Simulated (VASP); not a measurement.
# Li2ZnCl4 (Fd-3m): formation energy of the defect Zn_Li, part 3 of 9

Wanted: what the defect Zn_Li costs in Li2ZnCl4 (Fd-3m) and how the lattice relaxes round it. The start is a computed cell from the Materials Project.

VASP 6.6.1, plane waves and PAW; the level of theory is named at each step.

So far. Step 2 (Relaxing the host crystal): The run ended after 2 ionic steps, 0.005 eV below its first step, once forces and stress met EDIFFG = -0.03. The relaxed cell has a = 10.258 Å (conventional setting).

### Step 3. Screening in the host (continued)

Level of this step: PBEsol; plane waves and PAW (Li, Zn, Cl) (VASP).

OUTCAR, selected parts (step 3):

```text
  LATTYP: Found a face centered cubic cell.
 ALAT       =    10.2576850302

 Found      8 irreducible k-points:

   k-points           NKPTS =      8   k-points in BZ     NKDIM =      8   number of bands    NBANDS=     56

   dimension x,y,z NGX =    42 NGY =   42 NGZ =   42
   dimension x,y,z NGXF=    84 NGYF=   84 NGZF=   84

   ENCUT  =  300.0 eV  22.05 Ry    4.70 a.u.  10.24 10.24 10.24*2*pi/ulx,y,z

   NELECT =      84.0000    total number of electrons

  Total       -0.8914014     -0.8914014     -0.8914014      0.0000000      0.0000000      0.0000000
  in kB       -5.2929258     -5.2929258     -5.2929258      0.0000000      0.0000000      0.0000000
  external PRESSURE =      -5.2929258 kB  Pullay stress =       0.0000000 kB

  energy-cutoff  :      300.00
  volume of cell :      269.83
      direct lattice vectors                 reciprocal lattice vectors
     0.000000000  5.128842515  5.128842515    -0.097487883  0.097487883  0.097487883
     5.128842515  0.000000000  5.128842515     0.097487883 -0.097487883  0.097487883
     5.128842515  5.128842515  0.000000000     0.097487883  0.097487883 -0.097487883

 POSITION                                       TOTAL-FORCE (eV/Angst)
 -----------------------------------------------------------------------------------
      3.84663      3.84663      6.41105         0.000000      0.000000      0.000000
      3.84663      6.41105      3.84663         0.000000      0.000000      0.000000
      6.41105      6.41105      6.41105         0.000000      0.000000      0.000000
      6.41105      3.84663      3.84663         0.000000      0.000000      0.000000
      0.00000      0.00000      0.00000         0.000000      0.000000      0.000000
      2.56442      2.56442      2.56442         0.000000      0.000000      0.000000
      3.87942      6.37827      6.37827         0.008464     -0.008464     -0.008464
      8.94269      8.94269      8.94269        -0.008464     -0.008464     -0.008464
      3.87942      3.87942      3.87942         0.008464      0.008464      0.008464
      8.94269      6.44384      6.44384        -0.008464      0.008464      0.008464
      6.44384      8.94269      6.44384         0.008464     -0.008464      0.008464
      6.44384      6.44384      8.94269         0.008464      0.008464     -0.008464
      6.37827      3.87942      6.37827        -0.008464      0.008464     -0.008464
      6.37827      6.37827      3.87942        -0.008464     -0.008464      0.008464
 -----------------------------------------------------------------------------------
    total drift:                               -0.000000     -0.000000     -0.000000

 MACROSCOPIC STATIC DIELECTRIC TENSOR (including local field effects in DFT)
 ------------------------------------------------------
           3.202815    -0.000000    -0.000000
          -0.000000     3.202815     0.000000
          -0.000000     0.000000     3.202815
 ------------------------------------------------------

 PIEZOELECTRIC TENSOR (including local field effects)  for field in x, y, z        (C/m^2)
          XX          YY          ZZ          XY          YZ          ZX
  --------------------------------------------------------------------------------
  x     0.00000    -0.00000    -0.00000    -0.00000     0.00000     0.00000
  y     0.00000     0.00000     0.00000     0.00000     0.00000     0.00000
  z     0.00000     0.00000     0.00000     0.00000     0.00000     0.00000

 BORN EFFECTIVE CHARGES (including local field effects) (in |e|, cummulative output)
 ---------------------------------------------------------------------------------
 ion    1
    1     1.22929    -0.07326     0.07326
    2    -0.07326     1.22929     0.07326
    3     0.07326     0.07326     1.22929
 ion    2
    1     1.22929     0.07326    -0.07326
    2     0.07326     1.22929     0.07326
    3    -0.07326     0.07326     1.22929
 ion    3
    1     1.22929    -0.07326    -0.07326
    2    -0.07326     1.22929    -0.07326
    3    -0.07326    -0.07326     1.22929
 ion    4
    1     1.22929     0.07326     0.07326
    2     0.07326     1.22929    -0.07326
    3     0.07326    -0.07326     1.22929
 ion    5
    1     1.98745     0.00000    -0.00000
    2     0.00000     1.98745    -0.00000
    3     0.00000     0.00000     1.98745
 ion    6
    1     1.98745     0.00000     0.00000
    2     0.00000     1.98745    -0.00000
    3    -0.00000     0.00000     1.98745
 ion    7
    1    -1.11151     0.28790     0.28790
    2     0.28790    -1.11151    -0.28790
    3     0.28790    -0.28790    -1.11151
 ion    8
    1    -1.11151    -0.28790    -0.28790
    2    -0.28790    -1.11151    -0.28790
    3    -0.28790    -0.28790    -1.11151
 ion    9
    1    -1.11151    -0.28790    -0.28790
    2    -0.28790    -1.11151    -0.28790
    3    -0.28790    -0.28790    -1.11151
 ion   10
    1    -1.11151     0.28790     0.28790
[...]
2    -0.28790    -1.11151     0.28790
    3     0.28790     0.28790    -1.11151

 Eigenvectors and eigenvalues of the dynamical matrix
 ----------------------------------------------------

   1 f  =   10.893300 THz    68.444622 2PiTHz  363.361371 cm-1    45.051048 meV
             X         Y         Z           dx          dy          dz
      3.846632  3.846632  6.411053    -0.285987   -0.285987    0.285987
[...]
6.443841  8.942687  6.443841    -0.047470    0.002213   -0.025330
      6.443841  6.443841  8.942687    -0.046530   -0.023117    0.000000
      6.378266  3.879419  6.378266    -0.047470    0.002213   -0.025330
      6.378266  6.378266  3.879419    -0.046530   -0.023117   -0.000000

   4 f  =    9.508295 THz    59.742378 2PiTHz  317.162575 cm-1    39.323130 meV
             X         Y         Z           dx          dy          dz
      3.846632  3.846632  6.411053    -0.307207    0.249922    0.204200
      3.846632  6.411053  3.846632     0.227161    0.037878    0.416244
      6.411053  6.411053  6.411053    -0.369694    0.187435   -0.180611
      6.411053  3.846632  3.846632     0.289648   -0.024609   -0.392655
      0.000000  0.000000  0.000000     0.077139   -0.217130   -0.022732
      2.564421  2.564421  2.564421     0.077139   -0.217130   -0.022732
      3.879419  6.378266  6.378266    -0.031882    0.054880    0.022944
      8.942687  8.942687  8.942687    -0.002812    0.045531    0.013595
      3.879419  3.879419  3.879419    -0.002812    0.045531    0.013595
      8.942687  6.443841  6.443841    -0.031882    0.054880    0.022944
      6.443841  8.942687  6.443841    -0.029127    0.052125   -0.012720
      6.443841  6.443841  8.942687    -0.005567    0.042776   -0.003371
      6.378266  3.879419  6.378266    -0.029127    0.052125   -0.012720
      6.378266  6.378266  3.879419    -0.005567    0.042776   -0.003371

   5 f  =    8.653540 THz    54.371795 2PiTHz  288.651024 cm-1    35.788150 meV
             X         Y         Z           dx          dy          dz
      3.846632  3.846632  6.411053    -0.000000   -0.000000    0.000000
      3.846632  6.411053  3.846632    -0.000000    0.000000   -0.000000
      6.411053  6.411053  6.411053    -0.000000   -0.000000    0.000000
      6.411053  3.846632  3.846632    -0.000000   -0.000000   -0.000000
      0.000000  0.000000  0.000000     0.000000   -0.000000    0.000000
      2.564421  2.564421  2.564421     0.000000    0.000000   -0.000000
      3.879419  6.378266  6.378266     0.204124   -0.204124   -0.204124
      8.942687  8.942687  8.942687    -0.204124   -0.204124   -0.204124
      3.879419  3.879419  3.879419     0.204124    0.204124    0.204124
      8.942687  6.443841  6.443841    -0.204124    0.204124    0.204124
      6.443841  8.942687  6.443841     0.204124   -0.204124    0.204124
      6.443841  6.443841  8.942687     0.204124    0.204124   -0.204124
      6.378266  3.879419  6.378266    -0.204124    0.204124   -0.204124
      6.378266  6.378266  3.879419    -0.204124   -0.204124    0.204124

   6 f  =    8.439346 THz    53.025973 2PiTHz  281.506270 cm-1    34.902314 meV
             X         Y         Z           dx          dy          dz
      3.846632  3.846632  6.411053    -0.039301   -0.039301    0.039301
      3.846632  6.411053  3.846632    -0.039301    0.039301   -0.039301
      6.411053  6.411053  6.411053     0.039301    0.039301    0.039301
      6.411053  3.846632  3.846632     0.039301   -0.039301   -0.039301
      0.000000  0.000000  0.000000     0.000000    0.000000   -0.000000
      2.564421  2.564421  2.564421    -0.000000   -0.000000    0.000000
      3.879419  6.378266  6.378266     0.202224   -0.202224   -0.202224
      8.942687  8.942687  8.942687     0.202224    0.202224    0.202224
      3.879419  3.879419  3.879419     0.202224    0.202224    0.202224
      8.942687  6.443841  6.443841     0.202224   -0.202224   -0.202224
      6.443841  8.942687  6.443841    -0.202224    0.202224   -0.202224
      6.443841  6.443841  8.942687    -0.202224   -0.202224    0.202224
      6.378266  3.879419  6.378266    -0.202224    0.202224   -0.202224
      6.378266  6.378266  3.879419    -0.202224   -0.202224    0.202224

   7 f  =    7.869328 THz    49.444447 2PiTHz  262.492531 cm-1    32.544911 meV
             X         Y         Z           dx          dy          dz
      3.846632  3.846632  6.411053     0.000000    0.000000   -0.000000
      3.846632  6.411053  3.846632    -0.000000    0.000000   -0.000000
      6.411053  6.411053  6.411053     0.000000    0.000000    0.000000
      6.411053  3.846632  3.846632    -0.000000    0.000000    0.000000
      0.000000  0.000000  0.000000     0.280794    0.233237   -0.153689
      2.564421  2.564421  2.564421    -0.280794   -0.233237    0.153689
      3.879419  6.378266  6.378266     0.037530   -0.148021   -0.064851
      8.942687  8.942687  8.942687    -0.114915   -0.125137   -0.208307
      3.879419  3.879419  3.879419     0.114915    0.125137    0.208307
      8.942687  6.443841  6.443841    -0.037530    0.148021    0.064851
      6.443841  8.942687  6.443841     0.111980   -0.001488    0.018587
      6.443841  6.443841  8.942687    -0.264424   -0.274647    0.291746
    [... 595 further lines ...]
      6.378266  3.879419  6.378266     0.111652    0.257617   -0.001495
      6.378266  6.378266  3.879419     0.113981    0.258632   -0.002509

 MACROSCOPIC STATIC DIELECTRIC TENSOR IONIC CONTRIBUTION
 ------------------------------------------------------
           4.865470     0.000000     0.000000
           0.000000     4.865470    -0.000000
           0.000000    -0.000000     4.865470
 ------------------------------------------------------

 ELASTIC MODULI CONTR FROM IONIC RELAXATION (kBar)
 Direction    XX          YY          ZZ          XY          YZ          ZX
 --------------------------------------------------------------------------------
 XX         -96.7728    -54.3503    -54.3503     -0.0000     -0.0000      0.0000
 YY         -54.3503    -96.7728    -54.3503     -0.0000     -0.0000      0.0000
 ZZ         -54.3503    -54.3503    -96.7728      0.0000     -0.0000      0.0000
 XY          -0.0000     -0.0000     -0.0000   -114.3592     -0.0000     -0.0000
 YZ          -0.0000      0.0000      0.0000      0.0000   -114.3592      0.0000
 ZX          -0.0000     -0.0000     -0.0000     -0.0000      0.0000   -114.3592
 --------------------------------------------------------------------------------

 PIEZOELECTRIC TENSOR IONIC CONTR  for field in x, y, z        (C/m^2)
          XX          YY          ZZ          XY          YZ          ZX
  --------------------------------------------------------------------------------
  x     0.00000    -0.00000    -0.00000     0.00000    -0.00000    -0.00000
  y    -0.00000    -0.00000    -0.00000     0.00000     0.00000     0.00000
  z     0.00000    -0.00000    -0.00000    -0.00000    -0.00000    -0.00000

[... 2 parts as in an earlier step ...]

[... 3 further parts left out ...]
```

Energies printed during the response cycles are not total energies of the cell.

This step gave:

* pressure of the cell: -0.5293 GPa
* largest force of the cell: 0.01466 eV/Å
* Fermi energy: 0.3571 eV
* gap on the k-mesh: 4.188 eV
* least direct gap on the k-mesh: 4.188 eV

Electronic dielectric tensor with local fields:

```
3.20 0.00 0.00
0.00 3.20 0.00
0.00 0.00 3.20
```

Ionic part of the static dielectric tensor:

```
4.87 0.00 0.00
0.00 4.87 0.00
0.00 0.00 4.87
```

Born effective charge (e), principal values of the symmetric part by kind of site:

```tsv
atom	atoms with these values	low	middle	high	mean
Li1	4	1.08	1.30	1.30	1.23
Zn5	2	1.99	1.99	1.99	1.99
Cl7	8	-1.69	-0.82	-0.82	-1.11
```

In full for Zn5:

```
1.99 0.00 0.00
0.00 1.99 0.00
0.00 0.00 1.99
```

Lines of the infrared spectrum (strongest = 100):

```tsv
position (cm⁻¹)	lines merged	squared mode dipole, relative
79	3	0.0
95	3	4.1
100	3	0.0
107	3	0.0
110	2	0.0
150	2	0.0
174	3	0.0
199	3	0.0
216	2	0.0
244	3	100
261	3	0.3
262	3	0.0
282	1	0.0
289	1	0.0
317	3	0.7
363	1	0.0
```

The electrons screen with a mean of 3.20 and the ions add 4.87; the sum enters the correction.

[end of part 3 of 9]

[Lines on the potential files, build, host, timing and source positions are cut from VASP's logs without a mark.]

[Logs are printed without paths, hosts, clocks, repeated set-up lines and the standing remarks that a program may print on its own settings, such as how far it seeks lower states.]

[Hosts, paths, dates, database ids (printed as entryN), source tags and the programs' standing remarks are cut or masked in the printed files.]

[In band tables of VASP the shares of atoms and orbitals are scaled to a sum of 1 inside the atoms' spheres.]

[Runs that stopped without an error message from VASP are left out.]
